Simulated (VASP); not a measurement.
# BiPd (Sobolevskite) under strain, part 4 of 4

Aim: follow the pressure of BiPd (Sobolevskite) through compression, expansion and shear. All runs use LDA. Left out of this account: 1 further run (fields: a reference on another mesh). The start is a cell from a database of measured crystal structures.

VASP 6.6.1; LDA; plane waves and PAW (Bi_d, Pd).

Still holding for the runs below: Spin-orbit coupling is off here; with elements this heavy it splits and shifts levels by tenths of an eV or more.

So far, pressure (GPa): step 2 (bands, cell as listed) -2.67; step 3 (cell volume +4.0 %) -6.25; step 4 (cell volume +8.0 %) -9.04; step 5 (bands, sheared, principal strains -1.7, +0.1, +1.6 %) -2.60; step 6 (cell volume -4.0 %) 1.94.

## (7) Bands, volume times 0.92

The cell is scaled evenly once more. A prediction first. A parabola through the 4 pressures of evenly scaled cells so far, P = -2.65 -102.2 t +251 t² GPa with t = ln(V/V₁) and V₁ the volume at scale 1, gives 7.61 GPa at t = -0.0834.

File INCAR:

```
SYSTEM = BiPd
PREC = Accurate
ENCUT = 400
EDIFF = 1E-06
NELM = 100
ISMEAR = -1
SIGMA = 0.05
LREAL = .FALSE.
ALGO = Normal
GGA = CA
NBANDS = 39
LASPH = .TRUE.
LORBIT = 11
LWAVE = .FALSE.
LCHARG = .FALSE.
KPAR = 4
```

File POSCAR:

```
BiPd
1.0
    4.1140507349      0.0000000000      0.0000000000
   -2.0570253675      3.5628724489      0.0000000000
    0.0000000000      0.0000000000      5.5340304212
Bi Pd
2 2
Direct
    0.3333333333      0.6666666667      0.2500000000
    0.6666666667      0.3333333333      0.7500000000
    0.0000000000      0.0000000000      0.0000000000
    0.0000000000      0.0000000000      0.5000000000
```

File KPOINTS:

```
Automatic mesh
0
Gamma
8 8 6
0 0 0
```

File KPOINTS_OPT:

```
Line mode
16
Line-mode
Reciprocal
  0.00000000   0.00000000   0.00000000 GAMMA
  0.50000000   0.00000000   0.00000000 M

  0.50000000   0.00000000   0.00000000 M
  0.33333333   0.33333333   0.00000000 K

  0.33333333   0.33333333   0.00000000 K
  0.00000000   0.00000000   0.00000000 GAMMA

  0.00000000   0.00000000   0.00000000 GAMMA
  0.00000000   0.00000000   0.50000000 A

  0.00000000   0.00000000   0.50000000 A
  0.50000000   0.00000000   0.50000000 L

  0.50000000   0.00000000   0.50000000 L
  0.33333333   0.33333333   0.50000000 H

  0.33333333   0.33333333   0.50000000 H
  0.00000000   0.00000000   0.50000000 A

  0.50000000   0.00000000   0.50000000 L
  0.50000000   0.00000000   0.00000000 M

  0.33333333   0.33333333   0.00000000 K
  0.33333333   0.33333333   0.50000000 H
```

The projector-augmented-wave data sets are Bi_d and Pd (LDA family, release 64).

Run with:

```console
mpirun -np 4 vasp_std
```

What it wrote:

```text
[... set-up lines as in an earlier step ...]
 entering main loop
       N       E                     dE             d eps       ncg     rms          rms(c)
DAV:   1     0.499923316546E+03    0.49992E+03   -0.20585E+04  3157   0.133E+03
DAV:   2     0.269909937704E+02   -0.47293E+03   -0.44665E+03  3148   0.411E+02
DAV:   3    -0.219092481394E+02   -0.48900E+02   -0.47949E+02  3507   0.136E+02
DAV:   4    -0.236151538123E+02   -0.17059E+01   -0.17028E+01  3659   0.263E+01
DAV:   5    -0.237015351682E+02   -0.86381E-01   -0.86372E-01  4644   0.564E+00    0.937E+00
DAV:   6    -0.234273075604E+02    0.27423E+00   -0.36541E-01  3721   0.483E+00    0.499E+00
DAV:   7    -0.233453144699E+02    0.81993E-01   -0.10611E-01  4045   0.316E+00    0.193E+00
DAV:   8    -0.233270130532E+02    0.18301E-01   -0.61635E-02  3586   0.165E+00    0.299E-01
DAV:   9    -0.233259111361E+02    0.11019E-02   -0.60168E-03  4220   0.689E-01    0.546E-02
DAV:  10    -0.233258863937E+02    0.24742E-04   -0.25803E-04  4216   0.160E-01    0.305E-02
DAV:  11    -0.233258867563E+02   -0.36268E-06   -0.26421E-05  4037   0.280E-02    0.642E-03
DAV:  12    -0.233258867256E+02    0.30776E-07   -0.22504E-06  2971   0.109E-02
   1 F= -.23325887E+02 E0= -.23319769E+02  d E =-.122353E-01
 Start KPOINTS_OPT (optional k-point list driver)
k-point batch [1-40\144]
       N       E                     dE             ncg
DAV:   1     0.174213687947E+05   -0.24364E+05     3218
DAV:   2    -0.142321203367E+04   -0.18845E+05     3143
DAV:   3    -0.339105054589E+04   -0.19678E+04     3518
DAV:   4    -0.346012308735E+04   -0.69073E+02     3717
DAV:   5    -0.346356393172E+04   -0.34408E+01     4669
DAV:   6    -0.346359875898E+04   -0.34827E-01     4005
DAV:   7    -0.346359985944E+04   -0.11005E-02     4669
DAV:   8    -0.346359987072E+04   -0.11278E-04     3445
DAV:   9    -0.346359987125E+04   -0.53286E-06     2267
[...]
k-point batch [121-144\144]
       N       E                     dE             ncg
DAV:   1     0.278006795009E+05   -0.23390E+05     1937
DAV:   2     0.164189258930E+05   -0.11382E+05     1893
DAV:   3     0.152124352611E+05   -0.12065E+04     2105
DAV:   4     0.151687630622E+05   -0.43672E+02     2196
DAV:   5     0.151665203310E+05   -0.22427E+01     2872
DAV:   6     0.151665001489E+05   -0.20182E-01     2401
DAV:   7     0.151664995565E+05   -0.59246E-03     2864
DAV:   8     0.151664995495E+05   -0.70254E-05     2033
DAV:   9     0.151664995491E+05   -0.32377E-06     1377
```

It took 1.9 min on 4 MPI ranks of AMD EPYC 7R43, shared host; peak memory 0.82 GiB.

OUTCAR, selected parts (step 7):

```text
   ENCUT  =  400.0 eV  29.40 Ry    5.42 a.u.   6.71  6.71  9.02*2*pi/ulx,y,z

   NELECT =      50.0000    total number of electrons

 E-fermi :  10.0885

 k-point     1 :       0.0000    0.0000    0.0000
  band No.  band energies     occupation
    ...
     18       6.2239      2.00000
     19       6.8662      2.00000
     20       6.8662      2.00000
     21       7.7953      2.00000
     22       7.7953      2.00000
     23      10.1784      0.28438
     24      11.0424      0.00000
     25      11.0424      0.00000
     26      13.0886      0.00000
     27      13.4160      0.00000
    ...

  Total        4.3072885      4.3072885      3.4162881     -0.0000000      0.0000000      0.0000000
  in kB       85.0752205     85.0752206     67.4766657     -0.0000000      0.0000000      0.0000000
  external PRESSURE =      79.2090356 kB  Pullay stress =       0.0000000 kB

 POSITION                                       TOTAL-FORCE (eV/Angst)
 -----------------------------------------------------------------------------------
     -0.00000      2.37525      1.38351         0.000000      0.000000      0.000000
      2.05703      1.18762      4.15052        -0.000000     -0.000000      0.000000
      0.00000      0.00000      0.00000         0.000000      0.000000      0.000000
      0.00000      0.00000      2.76702         0.000000      0.000000      0.000000
 -----------------------------------------------------------------------------------
    total drift:                               -0.000000      0.000000      0.000000

  FREE ENERGIE OF THE ION-ELECTRON SYSTEM (eV)
  ---------------------------------------------------
  free  energy   TOTEN  =       -23.3258867256 eV

  energy  without entropy=      -23.3136514703  energy(sigma->0) =      -23.31976910

[... 4 parts as in an earlier step ...]

[... 12 further parts left out ...]
```

Numbers from this step:

```yaml
free_energy_toten: -23.33 eV
energy_at_zero_smearing: -23.32 eV
fermi_energy: 10.09 eV
pressure: 7.921 GPa
```

The electronic bands at the labelled points (eV, zero at the Fermi level; # counts the bands kept, so #1 is VASP's band 13):

| point | #10 | #11 | #12 | #13 | #14 | #15 | #16 | #17 |
| --- | --- | --- | --- | --- | --- | --- | --- | --- |
| Γ | -2.29 | 0.09 | 0.95 | 0.95 | 3.00 | 3.33 | 3.52 | 3.52 |
| 0.53 of the way | -2.27 | -2.13 | -0.75 | -0.44 | 0.52 | 2.80 | 4.11 | 4.46 |
| M | -2.41 | -2.29 | -2.25 | -2.24 | -1.19 | 1.89 | 4.59 | 4.64 |
| 0.47 of the way | -2.39 | -2.28 | -2.22 | -1.77 | -0.35 | 1.37 | 2.25 | 4.48 |
| K | -2.33 | -2.16 | -1.61 | -0.28 | -0.28 | 0.40 | 0.40 | 3.89 |
| 0.53 of the way | -2.30 | -2.28 | -1.07 | -0.37 | 2.00 | 2.01 | 2.79 | 5.47 |
| Γ | -2.29 | 0.09 | 0.95 | 0.95 | 3.00 | 3.33 | 3.52 | 3.52 |
| 0.47 of the way | -2.64 | -0.54 | 1.44 | 1.52 | 1.52 | 3.35 | 3.35 | 3.71 |
| A | -3.26 | -0.75 | -0.75 | 2.64 | 2.64 | 2.64 | 2.64 | 5.47 |
| 0.47 of the way | -3.20 | -0.85 | -0.85 | 1.14 | 1.14 | 1.63 | 1.63 | 5.02 |
| L | -3.05 | -2.71 | -2.71 | 0.73 | 0.73 | 1.80 | 1.80 | 5.00 |
| 0.47 of the way | -2.97 | -2.60 | -2.60 | -0.79 | -0.79 | 3.48 | 3.48 | 5.49 |
| H | -3.17 | -2.29 | -2.29 | -1.75 | -1.75 | 4.44 | 4.44 | 6.61 |
| 0.47 of the way | -3.11 | -1.10 | -1.10 | -0.44 | -0.44 | 2.56 | 2.56 | 6.05 |
| A | -3.26 | -0.75 | -0.75 | 2.64 | 2.64 | 2.64 | 2.64 | 5.47 |
| jump to L | -3.05 | -2.71 | -2.71 | 0.73 | 0.73 | 1.80 | 1.80 | 5.00 |
| 0.47 of the way | -2.85 | -2.50 | -2.45 | -0.86 | 0.11 | 2.64 | 2.87 | 3.56 |
| M | -2.41 | -2.29 | -2.25 | -2.24 | -1.19 | 1.89 | 4.59 | 4.64 |
| jump to K | -2.33 | -2.16 | -1.61 | -0.28 | -0.28 | 0.40 | 0.40 | 3.89 |
| 0.47 of the way | -2.39 | -2.36 | -2.36 | -1.24 | -1.24 | 2.15 | 2.15 | 5.19 |
| H | -3.17 | -2.29 | -2.29 | -1.75 | -1.75 | 4.44 | 4.44 | 6.61 |

Of the projections kept (Bi, Pd), the largest for each band there; the rest of the weight can lie on other orbitals:

| point | #10 | #11 | #12 | #13 | #14 | #15 | #16 | #17 |
| --- | --- | --- | --- | --- | --- | --- | --- | --- |
| Γ | Pd 1.00 | Pd 0.92 | Bi 0.72 | Bi 0.72 | Bi 0.51 | Bi 0.97 | Bi 0.52 | Bi 0.52 |
| M | Pd 0.99 | Bi 0.68 | Pd 1.00 | Pd 0.97 | Pd 0.78 | Pd 0.72 | Bi 0.64 | Pd 0.73 |
| K | Pd 0.99 | Pd 0.97 | Bi 0.54 | Pd 0.60 | Pd 0.60 | Pd 0.60 | Pd 0.60 | Pd 0.86 |
| Γ | Pd 1.00 | Pd 0.92 | Bi 0.72 | Bi 0.72 | Bi 0.51 | Bi 0.97 | Bi 0.52 | Bi 0.52 |
| A | Pd 0.98 | Bi 0.58 | Bi 0.58 | Bi 0.56 | Bi 0.56 | Bi 0.56 | Bi 0.56 | Pd 0.58 |
| L | Pd 1.00 | Pd 0.94 | Pd 0.94 | Pd 0.55 | Pd 0.55 | Pd 0.53 | Pd 0.53 | Bi 0.56 |

 The pressure is 7.92 GPa. The parabola predicted 7.61 GPa, -0.31 GPa off.

## (8) Bands, atoms displaced by up to 0.43 Å

The atoms are moved off their sites at random, as a crude picture of disorder.

INCAR is that of step 7.

File POSCAR:

```
BiPd
1.0
    4.2300000000      0.0000000000      0.0000000000
   -2.1150000000      3.6632874580      0.0000000000
    0.0000000000      0.0000000000      5.6900000000
Bi Pd
2 2
Direct
    0.3470470000      0.7034630000      0.2462640000
    0.6446670000      0.3448490000      0.7306050000
   -0.0521350000      0.0568910000      0.0257430000
    0.0113720000      0.0077750000      0.5021180000
```

KPOINTS is that of step 7.

KPOINTS_OPT is that of step 7.

Run with:

```console
mpirun -np 4 vasp_std
```

What it wrote:

```text
[... set-up lines as in an earlier step ...]
 entering main loop
       N       E                     dE             d eps       ncg     rms          rms(c)
DAV:   1     0.488016400597E+03    0.48802E+03   -0.20563E+04 15431   0.130E+03
DAV:   2     0.256577334214E+02   -0.46236E+03   -0.43789E+03 15422   0.400E+02
DAV:   3    -0.216951250072E+02   -0.47353E+02   -0.46407E+02 17188   0.134E+02
DAV:   4    -0.233493998394E+02   -0.16543E+01   -0.16515E+01 17919   0.261E+01
DAV:   5    -0.234314771967E+02   -0.82077E-01   -0.82069E-01 22498   0.552E+00    0.771E+00
DAV:   6    -0.231640499149E+02    0.26743E+00   -0.35133E-01 18822   0.464E+00    0.407E+00
DAV:   7    -0.230898493753E+02    0.74201E-01   -0.11980E-01 19835   0.330E+00    0.166E+00
DAV:   8    -0.230737856363E+02    0.16064E-01   -0.65699E-02 19089   0.207E+00    0.376E-01
DAV:   9    -0.230726138019E+02    0.11718E-02   -0.57739E-03 19227   0.854E-01    0.225E-01
DAV:  10    -0.230720401086E+02    0.57369E-03   -0.19491E-03 19262   0.434E-01    0.456E-02
DAV:  11    -0.230720335493E+02    0.65593E-05   -0.14104E-04 19705   0.997E-02    0.197E-02
DAV:  12    -0.230720349239E+02   -0.13747E-05   -0.17003E-05 19358   0.351E-02    0.664E-03
DAV:  13    -0.230720349139E+02    0.10077E-07   -0.17964E-06 12751   0.135E-02
   1 F= -.23072035E+02 E0= -.23063291E+02  d E =-.174878E-01
 Start KPOINTS_OPT (optional k-point list driver)
k-point batch [1-144\144]
       N       E                     dE             ncg
DAV:   1     0.573974869084E+05   -0.91924E+05    11395
DAV:   2    -0.894488794196E+04   -0.66342E+05    11359
DAV:   3    -0.158103213564E+05   -0.68654E+04    12621
DAV:   4    -0.160555282068E+05   -0.24521E+03    13197
DAV:   5    -0.160677056626E+05   -0.12177E+02    16631
DAV:   6    -0.160678670153E+05   -0.16135E+00    14429
DAV:   7    -0.160678716702E+05   -0.46549E-02    16691
DAV:   8    -0.160678717244E+05   -0.54216E-04    12431
DAV:   9    -0.160678717265E+05   -0.20196E-05     8129
DAV:  10    -0.160678717271E+05   -0.67881E-06     8514
```

Elapsed: 3.5 min, on 4 MPI ranks; peak memory 2.5 GiB.

Parts of OUTCAR (step 8):

```text
   NELECT =      50.0000    total number of electrons

 E-fermi :   8.8022

 k-point     1 :       0.0000    0.0000    0.0000
  band No.  band energies     occupation
    ...
     19       5.7810      2.00000
     20       5.8174      2.00000
     21       6.4186      2.00000
     22       6.4952      2.00000
     23       8.4572      1.99798
     24       9.8022      0.00000
     25      10.2937      0.00000
     26      11.2623      0.00000
     27      11.7599      0.00000
     28      11.9098      0.00000
    ...

  Total        0.8993899      0.1736290     -0.6612887      1.6358415     -0.3480753     -0.1289010
  in kB       16.3431196      3.1550724    -12.0165009     29.7254326     -6.3249946     -2.3423047
  external PRESSURE =       2.4938970 kB  Pullay stress =       0.0000000 kB

 POSITION                                       TOTAL-FORCE (eV/Angst)
 -----------------------------------------------------------------------------------
     -0.01982      2.57699      1.40124        -1.078537     -0.451961      0.565895
      1.99759      1.26328      4.15714         0.204460      0.325900      0.569997
      3.88914      0.20841      0.14648         1.297280      0.081850     -1.370272
      0.03166      0.02848      2.85705        -0.423203      0.044210      0.234380
 -----------------------------------------------------------------------------------
    total drift:                                0.000044      0.000327      0.000333

  FREE ENERGIE OF THE ION-ELECTRON SYSTEM (eV)
  ---------------------------------------------------
  free  energy   TOTEN  =       -23.0720349139 eV

  energy  without entropy=      -23.0545471055  energy(sigma->0) =      -23.06329101

[... 5 parts as in an earlier step ...]

[... 12 further parts left out ...]
```

This step gave:

| Item | Value |
| --- | --- |
| SCF cycles | 13 |
| irreducible k-points | 196 |
| symmetry operations | 1 |
| free energy (TOTEN) | -23.07 eV |
| energy at zero smearing | -23.06 eV |
| Fermi energy | 8.802 eV |
| pressure | 0.2494 GPa |

Electronic bands along the path, in eV, zero at the Fermi level; # counts the bands kept, so #1 is VASP's band 13:

| point | #10 | #11 | #12 | #13 | #14 | #15 | #16 | #17 |
| --- | --- | --- | --- | --- | --- | --- | --- | --- |
| Γ | -2.31 | -0.34 | 1.00 | 1.49 | 2.46 | 2.96 | 3.11 | 3.56 |
| 0.47 of the way | -2.33 | -1.65 | -0.69 | 0.02 | 0.84 | 2.86 | 3.47 | 4.55 |
| M | -2.45 | -2.17 | -2.04 | -1.79 | -1.24 | 1.76 | 3.72 | 4.41 |
| 0.47 of the way | -2.28 | -2.17 | -1.93 | -1.63 | -0.44 | 1.35 | 2.00 | 4.04 |
| K | -2.20 | -2.17 | -1.25 | -0.45 | -0.08 | 0.30 | 0.48 | 3.50 |
| 0.47 of the way | -2.28 | -2.03 | -1.26 | -0.70 | 1.55 | 1.79 | 2.32 | 4.75 |
| Γ | -2.31 | -0.34 | 1.00 | 1.49 | 2.46 | 2.96 | 3.11 | 3.56 |
| 0.53 of the way | -2.49 | -0.58 | 0.86 | 1.45 | 1.76 | 2.80 | 3.02 | 3.97 |
| A | -2.64 | -0.87 | -0.39 | 2.14 | 2.24 | 2.51 | 2.57 | 5.08 |
| 0.47 of the way | -2.63 | -0.95 | -0.76 | 0.76 | 0.97 | 1.33 | 1.65 | 4.85 |
| L | -2.68 | -2.47 | -2.25 | 0.21 | 0.72 | 1.35 | 1.63 | 4.75 |
| 0.53 of the way | -2.69 | -2.38 | -2.16 | -1.08 | -0.83 | 3.03 | 3.23 | 5.46 |
| H | -2.65 | -2.12 | -2.02 | -1.66 | -1.41 | 3.80 | 4.00 | 6.28 |
| 0.53 of the way | -2.66 | -1.01 | -0.91 | -0.02 | 0.07 | 1.94 | 2.23 | 5.29 |
| A | -2.64 | -0.87 | -0.39 | 2.14 | 2.24 | 2.51 | 2.57 | 5.08 |
| jump to L | -2.68 | -2.47 | -2.25 | 0.21 | 0.72 | 1.35 | 1.63 | 4.75 |
| 0.53 of the way | -2.62 | -2.36 | -2.04 | -0.97 | -0.38 | 2.41 | 2.61 | 3.57 |
| M | -2.45 | -2.17 | -2.04 | -1.79 | -1.24 | 1.76 | 3.72 | 4.41 |
| jump to K | -2.20 | -2.17 | -1.25 | -0.45 | -0.08 | 0.30 | 0.48 | 3.50 |
| 0.47 of the way | -2.23 | -2.17 | -1.94 | -1.22 | -1.01 | 1.83 | 2.08 | 4.76 |
| H | -2.65 | -2.12 | -2.02 | -1.66 | -1.41 | 3.80 | 4.00 | 6.28 |

Of the projections kept (Bi, Pd), the largest for each band there; the rest of the weight can lie on other orbitals:

| point | #10 | #11 | #12 | #13 | #14 | #15 | #16 | #17 |
| --- | --- | --- | --- | --- | --- | --- | --- | --- |
| Γ | Pd 0.97 | Pd 0.87 | Bi 0.63 | Bi 0.67 | Bi 0.73 | Bi 0.56 | Bi 0.52 | Pd 0.56 |
| M | Pd 0.85 | Pd 0.96 | Pd 0.85 | Pd 0.60 | Pd 0.78 | Pd 0.69 | Bi 0.63 | Pd 0.69 |
| K | Pd 0.98 | Pd 0.96 | Bi 0.50 | Pd 0.62 | Pd 0.59 | Pd 0.63 | Pd 0.59 | Pd 0.87 |
| Γ | Pd 0.97 | Pd 0.87 | Bi 0.63 | Bi 0.67 | Bi 0.73 | Bi 0.56 | Bi 0.52 | Pd 0.56 |
| A | Pd 0.96 | Bi 0.55 | Bi 0.52 | Bi 0.56 | Bi 0.58 | Bi 0.53 | Bi 0.57 | Pd 0.62 |
| L | Pd 0.99 | Pd 0.97 | Pd 0.95 | Pd 0.54 | Pd 0.55 | Pd 0.51 | Pd 0.51 | Bi 0.52 |

Force by atom:

| atom | x (eV/Å) | y (eV/Å) | z (eV/Å) | size |
| --- | --- | --- | --- | --- |
| Bi1 | -1.08 | -0.45 | 0.57 | 1.30 |
| Bi2 | 0.20 | 0.33 | 0.57 | 0.69 |
| Pd3 | 1.30 | 0.08 | -1.37 | 1.89 |
| Pd4 | -0.42 | 0.04 | 0.23 | 0.49 |

 The pressure is 0.25 GPa, and the symmetry operations fall from 24 to 1.

## (9) The runs together

```
                                         cell   mesh  pressure (GPa)  gap (eV)
                               cell as listed  8×8×6           -2.67      none
                            volume times 1.04  8×8×6           -6.25      none
                            volume times 1.08  8×8×6           -9.04      none
sheared, principal strains -1.7, +0.1, +1.6 %  8×8×6           -2.60      none
                            volume times 0.96  8×8×6            1.94      none
                            volume times 0.92  8×8×6            7.92      none
              atoms displaced by up to 0.43 Å  8×8×6            0.25      none
```

## (10) What came out

| Property | Result |
| --- | --- |
| pressure, cell as listed | -2.67 GPa |
| pressure, volume times 1.04 | -6.25 GPa |
| pressure, volume times 1.08 | -9.04 GPa |
| pressure, sheared, principal strains -1.7, +0.1, +1.6 % | -2.60 GPa |
| pressure, volume times 0.96 | 1.94 GPa |
| pressure, volume times 0.92 | 7.92 GPa |
| pressure, atoms displaced by up to 0.43 Å | 0.249 GPa |
| bulk modulus at the listed volume, shape and positions held | 104 GPa |

In words: The slope of pressure against ln V at the listed volume gives a bulk modulus of 104 GPa at fixed shape and positions. Spin-orbit coupling is left out, and with elements this heavy it would split and shift bands near the Fermi level.

[Lines on the potential files, build, host, timing and source positions are cut from VASP's logs without a mark.]

[Logs are printed without paths, hosts, clocks, repeated set-up lines and the standing remarks that a program may print on its own settings, such as how far it seeks lower states.]

[Hosts, paths, dates, database ids (printed as entryN), source tags and the programs' standing remarks are cut or masked in the printed files.]

[A measured line is paired with the nearest computed mode of its activity, which favours agreement.]
